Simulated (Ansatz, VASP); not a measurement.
# BaTiO3: VASP beside Ansatz, part 2 of 2

Wanted: the spread between two codes on one cell, functional and k mesh.

VASP 6.6.1 and Ansatz 0.2.0.

So far: The starting structure; Ansatz: relaxation of cell and atoms, PBE with D3(BJ).

The database entry behind the starting cell differs from later determinations by our own check (c/a about 0.6 % short), so it need not match the best structure at ambient conditions.

### Step 3. VASP: relaxation of cell and atoms, PBE with D3(BJ)

Level of this step: PBE with D3(BJ), no spin polarisation; plane waves and PAW (Ba_sv, Ti_sv, O) (VASP).

The same cell, functional, mesh and smearing now go to VASP, with its own data sets and cutoff.

Lines of VASP's logs that name or quote its potential files are left out, and so is its time.

Contents of INCAR:

```
SYSTEM = BaTiO3
PREC = Accurate
ENCUT = 560
EDIFF = 1E-06
NELM = 100
ISMEAR = -1
SIGMA = 0.05
LREAL = .FALSE.
ALGO = Normal
GGA = PE
IVDW = 12
NBANDS = 26
LASPH = .TRUE.
LORBIT = 11
LWAVE = .FALSE.
LCHARG = .FALSE.
KPAR = 4
IBRION = 2
NSW = 60
ISIF = 3
EDIFFG = -0.01
```

Contents of POSCAR:

```
BaTiO3
1.0
    3.9998000000      0.0000000000      0.0000000000
    0.0000000000      3.9998000000      0.0000000000
    0.0000000000      0.0000000000      4.0180000000
Ba Ti O
1 1 3
Direct
    0.0000000000      0.0000000000      0.0000000000
    0.5000000000      0.5000000000      0.4900000000
    0.5000000000      0.5000000000      0.0190000000
    0.5000000000      0.0000000000      0.5170000000
    0.0000000000      0.5000000000      0.5170000000
```

Contents of KPOINTS:

```
Automatic mesh
0
Gamma
6 6 6
0 0 0
```

The projector-augmented-wave data sets are Ba_sv, Ti_sv and O (PBE family, release 64).

The run is started by

```console
$ mpirun -np 4 vasp_std
```

Numbers of over 12 decimals in the logs are rounded to 6 here.

The log of the run:

```text
[banner, memory and clock lines left out]
running    4 mpi-ranks, on    1 nodes
 distrk:  each k-point on    1 cores,    4 groups
 distr:  one band on    1 cores,    1 groups

 POSCAR found type information on POSCAR BaTiO
 POSCAR found :  3 types and       5 ions
 LDA part: xc-table for (Slater+PW92), standard interpolation
 POSCAR, INCAR and KPOINTS ok, starting setup
 FFT: planning ... GRIDC
 FFT: planning ... GRID_SOFT
 FFT: planning ... GRID
 WAVECAR not read
 entering main loop
       N       E                     dE             d eps       ncg     rms          rms(c)
DAV:   1     0.463002056720E+03    0.46300E+03   -0.21931E+04  2080   0.175E+03
DAV:   2    -0.460842314299E+01   -0.46761E+03   -0.45153E+03  2534   0.470E+02
DAV:   3    -0.487722444233E+02   -0.44164E+02   -0.43861E+02  2872   0.141E+02
DAV:   4    -0.508207006492E+02   -0.20485E+01   -0.20456E+01  3096   0.265E+01
DAV:   5    -0.508929022183E+02   -0.72202E-01   -0.72181E-01  2850   0.361E+00    0.231E+01
DAV:   6    -0.401672861388E+02    0.10726E+02   -0.65667E+01  3052   0.719E+01    0.995E+00
DAV:   7    -0.401453895172E+02    0.21897E-01   -0.11207E+01  2706   0.244E+01    0.657E+00
DAV:   8    -0.399688140577E+02    0.17658E+00   -0.83261E-01  2678   0.829E+00    0.315E+00
DAV:   9    -0.400011522426E+02   -0.32338E-01   -0.29912E-01  2914   0.436E+00    0.129E+00
DAV:  10    -0.399853904514E+02    0.15762E-01   -0.93045E-02  2622   0.336E+00    0.405E-01
DAV:  11    -0.399843882881E+02    0.10022E-02   -0.65427E-03  2984   0.581E-01    0.795E-02
DAV:  12    -0.399843393586E+02    0.48929E-04   -0.31470E-04  2564   0.125E-01    0.383E-02
DAV:  13    -0.399843197448E+02    0.19614E-04   -0.17859E-04  2546   0.145E-01    0.143E-02
DAV:  14    -0.399843225118E+02   -0.27670E-05   -0.37407E-05  3074   0.426E-02    0.830E-03
DAV:  15    -0.399843238419E+02   -0.13301E-05   -0.16179E-05  2850   0.382E-02    0.124E-02
DAV:  16    -0.399843221864E+02    0.16555E-05   -0.78021E-06  2568   0.292E-02    0.317E-03
DAV:  17    -0.399843221487E+02    0.37685E-07   -0.92924E-07  1688   0.107E-02
   1 F= -.41305627E+02 E0= -.41305627E+02  d E =-.413056E+02
[... from here on, the cycles between the ionic steps are left out ...]
   2 F= -.41312051E+02 E0= -.41312051E+02  d E =-.642319E-02
   3 F= -.41312880E+02 E0= -.41312880E+02  d E =-.725252E-02
   4 F= -.41316728E+02 E0= -.41316728E+02  d E =-.384760E-02
   5 F= -.41317224E+02 E0= -.41317224E+02  d E =-.434408E-02
   6 F= -.41318781E+02 E0= -.41318781E+02  d E =-.155730E-02
   7 F= -.41320012E+02 E0= -.41320012E+02  d E =-.278822E-02
   8 F= -.41320289E+02 E0= -.41320289E+02  d E =-.306501E-02
   9 F= -.41320530E+02 E0= -.41320530E+02  d E =-.330642E-02
  10 F= -.41321436E+02 E0= -.41321436E+02  d E =-.905709E-03
  11 F= -.41321465E+02 E0= -.41321465E+02  d E =-.934371E-03
  12 F= -.41321850E+02 E0= -.41321850E+02  d E =-.384920E-03
  13 F= -.41321861E+02 E0= -.41321861E+02  d E =-.396169E-03
 curvature:  -0.90 expect dE=-0.277E-03 dE for cont linesearch -0.566E-07
 trial: gam= 0.37072 g(F)=  0.214E-03 g(S)=  0.929E-04 ort =-0.992E-05 (trialstep = 0.107E+01)
 search vector abs. value=  0.515E-03
 bond charge predicted
       N       E                     dE             d eps       ncg     rms          rms(c)
DAV:   1    -0.400224898544E+02   -0.84274E-04   -0.62756E-02  2568   0.266E+00    0.111E-01
DAV:   2    -0.400226601017E+02   -0.17025E-03   -0.34750E-03  2156   0.435E-01    0.644E-02
DAV:   3    -0.400225935216E+02    0.66580E-04   -0.19857E-04  2882   0.111E-01    0.253E-02
DAV:   4    -0.400225841251E+02    0.93965E-05   -0.41860E-05  2868   0.597E-02    0.841E-03
DAV:   5    -0.400225835223E+02    0.60277E-06   -0.54662E-06  2528   0.218E-02
  14 F= -.41322032E+02 E0= -.41322032E+02  d E =-.171203E-03
 trial-energy change:   -0.000171  1 .order   -0.000172   -0.000326   -0.000019
 step:   1.1386(harm=  1.1386)  dis= 0.00204  next Energy=   -41.322034 (dE=-0.173E-03)
 reached required accuracy - stopping structural energy minimisation
```

From OUTCAR (step 3):

```text
ion  position               nearest neighbor table
   1  0.000  0.000  0.000-   4 2.79   5 2.79   5 2.79   4 2.79   3 2.83   3 2.83   3 2.83   3 2.83
                             4 2.88   5 2.88   5 2.88   4 2.88   2 3.45   2 3.45   2 3.45   2 3.45
   2  0.500  0.500  0.490-   3 1.89   4 2.00   5 2.00   4 2.00   5 2.00   3 2.13   1 3.45   1 3.45
                             1 3.45   1 3.45   1 3.49   1 3.49   1 3.49   1 3.49
   3  0.500  0.500  0.019-   2 1.89   2 2.13   1 2.83   1 2.83   1 2.83   1 2.83
   4  0.500  0.000  0.517-   2 2.00   2 2.00   1 2.79   1 2.79   1 2.88   1 2.88
   5  0.000  0.500  0.517-   2 2.00   2 2.00   1 2.79   1 2.79   1 2.88   1 2.88

  LATTYP: Found a simple tetragonal cell.
 ALAT       =     3.9998000000
 C/A-ratio  =     1.0045502275

 Subroutine GETGRP returns: Found  8 space group operations
 (whereof  8 operations were pure point group operations)

The static configuration has the point symmetry C_4v.

 Found     40 irreducible k-points:

   k-points           NKPTS =     40   k-points in BZ     NKDIM =     40   number of bands    NBANDS=     26

   dimension x,y,z NGX =    32 NGY =   32 NGZ =   32
   dimension x,y,z NGXF=    64 NGYF=   64 NGZF=   64

   ENCUT  =  560.0 eV  41.16 Ry    6.42 a.u.   7.72  7.72  7.75*2*pi/ulx,y,z

   NELECT =      40.0000    total number of electrons

 k-points in reciprocal lattice and weights: Automatic mesh
   0.00000000  0.00000000  0.00000000       0.005
   0.16666667  0.00000000  0.00000000       0.019
   0.33333333  0.00000000  0.00000000       0.019
   0.50000000  0.00000000  0.00000000       0.009
   0.16666667  0.16666667  0.00000000       0.019
   0.33333333  0.16666667  0.00000000       0.037
   0.50000000  0.16666667  0.00000000       0.019
   0.33333333  0.33333333  0.00000000       0.019
   0.50000000  0.33333333  0.00000000       0.019
[...]
0.50000000  0.33333333  0.50000000       0.019
   0.50000000  0.50000000  0.50000000       0.005

 Edisp (eV)   -1.29946

 average (electrostatic) potential at core
       1 -33.0947       2 -76.9396       3 -69.9917       4 -69.7481       5 -69.7481

 E-fermi :   4.7376

 k-point     1 :       0.0000    0.0000    0.0000
  band No.  band energies     occupation
    ...
     16       2.3115      2.00000
     17       2.5777      2.00000
     18       3.1653      2.00000
     19       3.3517      2.00000
     20       3.3517      2.00000
     21       5.6164      0.00000
     22       6.0811      0.00000
     23       6.0811      0.00000
     24       7.8480      0.00000
     25       7.9973      0.00000
    ...

 k-point     2 :       0.1667    0.0000    0.0000
  band No.  band energies     occupation
    ...
     16       2.1195      2.00000
     17       2.4394      2.00000
     18       2.8091      2.00000
     19       3.0731      2.00000
     20       3.1910      2.00000
     21       6.0528      0.00000
     22       6.1737      0.00000
     23       6.2601      0.00000
     24       7.9571      0.00000
     25       8.5327      0.00000
    ...

 k-point     3 :       0.3333    0.0000    0.0000
  band No.  band energies     occupation
    ...
     16       1.9212      2.00000
     17       2.0577      2.00000
     18       2.2767      2.00000
     19       2.6761      2.00000
     20       2.8442      2.00000
     21       6.1499      0.00000
     22       6.9455      0.00000
     23       6.9625      0.00000
     24       7.9416      0.00000
     25       9.2794      0.00000
    ...

 Edisp (eV)   -1.29945

  Total      -0.00064    -0.00064     0.00912     0.00000     0.00000     0.00000
  in kB      -0.01573    -0.01573     0.22359     0.00000     0.00000     0.00000
  external pressure =        0.06 kB  Pullay stress =        0.00 kB

  energy-cutoff  :      560.00
  volume of cell :       65.36
      direct lattice vectors                 reciprocal lattice vectors
     3.985117312  0.000000000  0.000000000     0.250933642  0.000000000  0.000000000
     0.000000000  3.985117312 -0.000000000     0.000000000  0.250933642  0.000000000
     0.000000000 -0.000000000  4.115301336     0.000000000  0.000000000  0.242995571

 POSITION                                       TOTAL-FORCE (eV/Angst)
 -----------------------------------------------------------------------------------
      0.00000      3.98512      4.10174         0.000000      0.000000     -0.001803
      1.99256      1.99256      1.96945         0.000000     -0.000000      0.001448
      1.99256      1.99256      0.13381         0.000000      0.000000     -0.001211
      1.99256     -0.00000      2.13011         0.000000     -0.000000      0.000783
      0.00000      1.99256      2.13011         0.000000     -0.000000      0.000783
 -----------------------------------------------------------------------------------
    total drift:                                0.000000     -0.000000     -0.000095

  FREE ENERGIE OF THE ION-ELECTRON SYSTEM (eV)
  ---------------------------------------------------
  free  energy   TOTEN  =       -41.3220322281 eV

  energy  without entropy=      -41.3220322272  energy(sigma->0) =      -41.32203223

 reached required accuracy - stopping structural energy minimisation

 total charge
# of ion       s       p       d       tot
------------------------------------------
    1        2.007   5.650   0.319   7.975
    2        2.217   6.267   1.756  10.240
    3        1.567   3.463   0.000   5.030
    4        1.561   3.467   0.000   5.028
    5        1.561   3.467   0.000   5.028
--------------------------------------------------
tot          8.913  22.313   2.075  33.301

[... 3 further parts left out ...]
```

CONTCAR:

```
BaTiO3
   1.00000000000000
     3.9851173119567487    0.0000000000000000    0.0000000000000000
     0.0000000000000000    3.9851173119567487   -0.0000000000000000
     0.0000000000000000   -0.0000000000000000    4.1153013359866417
  Ba              Ti              O
     1     1     3
Direct
     0.0000000000000000    1.0000000000000000    0.9967051199152435
     0.5000000000000000    0.5000000000000000    0.4785667798260543
     0.5000000000000000    0.5000000000000000    0.0325142799845435
     0.5000000000000000    0.0000000000000000    0.5176069101370824
     0.0000000000000000    0.5000000000000000    0.5176069101370824
```

This run has no spin polarisation, so a moment on Ti, if there is one, isn't seen. Harder data sets than Ba_sv exist (the GW ones), and pressures, volumes and forces can shift noticeably with them.

### Step 4. Side by side

Known differences besides the potentials themselves: both relaxations stop at a tolerance, which leaves soft axes loose, and VASP keeps its plane-wave basis; the cutoff is 420 eV in Ansatz and 560 eV in VASP; Ansatz adds a Pulay correction to the stress that steers its cell, VASP none. Total energies have different zeros and are not compared.

Both answers:

```csv
quantity,Ansatz,VASP,difference
volume (Å³),64.62,65.36,-1.13 %
"edge a after relaxation, in the typed setting (Å)",3.974,3.985,-0.29 %
"edge c after relaxation, in the typed setting (Å)",4.092,4.115,-0.56 %
```

The walks stopped with 0.00 GPa left in Ansatz and 0.01 GPa in VASP; each walk ends within a tolerance, so the volume difference is uncertain by about these residues over the bulk modulus, most in soft cells.

### Step 5. Ansatz: relaxation of cell and atoms, r2SCAN with rVV10

The relaxed volume is the usual yardstick between codes: its relative difference is about their pressure difference at one cell divided by the bulk modulus.

Contents of input.yaml:

```yaml
crystal:
  lattice:
    - [3.9998, 0.0, 0.0]
    - [0.0, 3.9998, 0.0]
    - [0.0, 0.0, 4.018]
  atoms:
    - { symbol: Ba, position: [0.0, 0.0, 0.0] }
    - { symbol: Ti, position: [0.5, 0.5, 0.49] }
    - { symbol: O, position: [0.5, 0.5, 0.019] }
    - { symbol: O, position: [0.5, 0.0, 0.517] }
    - { symbol: O, position: [0.0, 0.5, 0.517] }
hamiltonian:
  xc: r2scan
  pseudopotentials: { kind: paw }
  dispersion: rvv10
kpoints:
  mp_grid: { grid: [6, 6, 6] }
scf:
  occupations: { method: fermi_dirac, width: 0.05 }
relax:
  f_tol: 0.01
  max_steps: 60
  cell: { stress_tol: 0.05 }
output:
  forces: true
  stress: true
  write_density: true
  write_potential: true
  elf: true
  volumetric_format: npy
```

The run is started by

```console
$ ansatz run input.yaml --threads 4 --pin off --max-ram 9216MiB --backend cpu --events-out ev --progress --plain --runs-dir out
```

The log of the run:

```text
[...]
Crystal: 5 atoms, lattice volume = 64.282 Å³
Basis set: ecut = 500 eV, 1647 PW (Γ), exchange–correlation on 144×144×144 points (64 copies of the dense FFT grid, shifted against one another)
Bands: 25, of which v1, the nominal top of the filled ones, is band 20 counted from 1 (19 counted from 0)
Symmetry: 8 space group operations
[...]
cell:  # Å, volume = 63.9796 Å³
    - [3.967712, 0, 6.238477136370476e-18]
    - [0, 3.967712, 0]
    - [6.266863626665472e-18, 0, 4.064070]
  atoms:
    - { symbol: Ba, position: [-3.097534501114048e-19, 0, -0.00158707] }
    - { symbol: Ti, position: [0.5, 0.5, 0.481727] }
    - { symbol: O, position: [0.5, 0.5, 0.029625] }
    - { symbol: O, position: [0.5, 0, 0.516618] }
    - { symbol: O, position: [0, 0.5, 0.516618] }
[key lines of the parts left out:]
SCF converged after 7 iterations
Free energy (F): -10180.253337 eV
Fermi energy:    11.256524 eV
P = ⅓ Tr σ = -0.0241 GPa (-0.241 kbar)
```

Wall time 46 s (4 threads of Arm Neoverse V1, shared host); peak memory 0.61 GiB.

### Step 6. VASP: relaxation of cell and atoms, r2SCAN with rVV10

The same cell, functional, mesh and smearing now go to VASP, with its own data sets and cutoff.

Edit INCAR of step 3 so:

```diff
@@ -9,6 +9,9 @@
 ALGO = Normal
-GGA = PE
-IVDW = 12
+METAGGA = R2SCAN
+LUSE_VDW = .TRUE.
+IVDW_NL = 2
+BPARAM = 11.95
+CPARAM = 0.0093
+LASPH = .TRUE.
 NBANDS = 26
-LASPH = .TRUE.
 LORBIT = 11
```

POSCAR is that of step 3.

KPOINTS is that of step 3.

The run is started by

```console
$ mpirun -np 4 vasp_std
```

The log of the run:

```text
[banner, memory and clock lines left out]
running    4 mpi-ranks, on    1 nodes
[...]
|                                                                             |
|               ----> ADVICE to this user running VASP <----                  |
|                                                                             |
|     You have switched on vdW-DFT.                                           |
|     This routine was written and supplied by Jiri Klimes. We recommend      |
|     that you carefully read and cite the following publications:            |
|       J. Klimes, D.R. Bowler, A. Michelides                                 |
|          J. Phys.: Cond Matt. 22 022201 (2010)                              |
|       J. Klimes, D.R. Bowler, A. Michelides                                 |
|          Phys. Rev. B. 83, 195131 (2011)                                    |
|     and references therein.                                                 |
|                                                                             |

[...]
Total rVV10 correction in eV:      0.9125556    40.4349270
Total rVV10 correction in eV:      0.9125556    40.4349270
Total rVV10 correction in eV:      0.9125556    40.4349270
DAV:   8    -0.733486055596E+02   -0.14843E-06   -0.35967E-07  1238   0.448E-03
Total rVV10 correction in eV:      0.9125559    40.4349270
Total rVV10 correction in eV:      0.9125559    40.4349270
Total rVV10 correction in eV:      0.9125559    40.4349270
Total rVV10 correction in eV:      0.9125559    40.4349270
Total rVV10 correction in eV:      0.9125553    40.4349270
Total rVV10 correction in eV:      0.9125553    40.4349270
Total rVV10 correction in eV:      0.9125553    40.4349270
Total rVV10 correction in eV:      0.9125553    40.4349270
   9 F= -.73348606E+02 E0= -.73348606E+02  d E =-.328081E-03
[... from here on, the cycles between the ionic steps are left out ...]
  10 F= -.73348606E+02 E0= -.73348606E+02  d E =-.328120E-03
  11 F= -.73348842E+02 E0= -.73348842E+02  d E =-.236145E-03
  12 F= -.73348842E+02 E0= -.73348842E+02  d E =-.236645E-03
  13 F= -.73348855E+02 E0= -.73348855E+02  d E =-.126006E-04
 trial-energy change:   -0.000013  1 .order   -0.000013   -0.000025   -0.000002
 step:   1.0644(harm=  1.0644)  dis= 0.00078  next Energy=   -73.348856 (dE=-0.134E-04)
 reached required accuracy - stopping structural energy minimisation
```

From OUTCAR (step 6):

```text
  Total       -0.0018839     -0.0018839     -0.0110245      0.0000000      0.0000000      0.0000000
  in kB       -0.0466473     -0.0466473     -0.2729831      0.0000000      0.0000000      0.0000000
  external PRESSURE =      -0.1220926 kB  Pullay stress =       0.0000000 kB

 POSITION                                       TOTAL-FORCE (eV/Angst)
 -----------------------------------------------------------------------------------
      0.00000      3.98323      4.07565         0.000000      0.000000     -0.000179
      1.99161      1.99161      1.96827        -0.000000     -0.000000      0.003880
      1.99161      1.99161      0.11886         0.000000     -0.000000      0.002066
      1.99161     -0.00000      2.10399         0.000000      0.000000     -0.002883
      3.98323      1.99161      2.10399         0.000000      0.000000     -0.002883
 -----------------------------------------------------------------------------------
    total drift:                                0.000000     -0.000000      0.006018

  FREE ENERGIE OF THE ION-ELECTRON SYSTEM (eV)
  ---------------------------------------------------
  free  energy   TOTEN  =       -73.3488548436 eV

  energy  without entropy=      -73.3488548435  energy(sigma->0) =      -73.34885484

[... 2 parts as in an earlier step ...]

[... 2 further parts left out ...]
[key lines of the parts left out:]
E-fermi :   4.6106
```

### Step 7. Comparison

What differs besides the data sets and the points named for the pairs above, as far as they apply: VASP keeps PBE cores, Ansatz makes them for the functional; the cutoff is 500 eV in Ansatz and 560 eV in VASP. Total energies have different zeros and are not compared.

The two programs side by side:

```csv
quantity,Ansatz,VASP,difference
volume (Å³),63.98,64.70,-1.12 %
"edge a after relaxation, in the typed setting (Å)",3.968,3.983,-0.39 %
"edge c after relaxation, in the typed setting (Å)",4.064,4.078,-0.35 %
```

The walks stopped with -0.02 GPa left in Ansatz and -0.01 GPa in VASP; each walk ends within a tolerance, so the volume difference is uncertain by about these residues over the bulk modulus, most in soft cells.

### Step 8. Results

```
difference in volume (relaxation of cell and atoms, PBE with D3(BJ))   : -1.1 %
difference in volume (relaxation of cell and atoms, r2SCAN with rVV10) : -1.1 %
```

**Reading.** The difference in volume is -1.1 % (relaxation of cell and atoms, PBE with D3(BJ)), within the 1.2 % picked in this series as the mark of a large difference, as far as the stopping tolerances let one tell. Such differences can come from data sets, numerical settings and the points named under the comparisons, not from the functional's error against experiment.

[Lines on the potential files, build, host, timing and source positions are cut from VASP's logs without a mark.]

[Logs are printed without paths, hosts, clocks, repeated set-up lines and the standing remarks that a program may print on its own settings, such as how far it seeks lower states.]

[Hosts, paths, dates, database ids (printed as entryN), source tags and the programs' standing remarks are cut or masked in the printed files.]
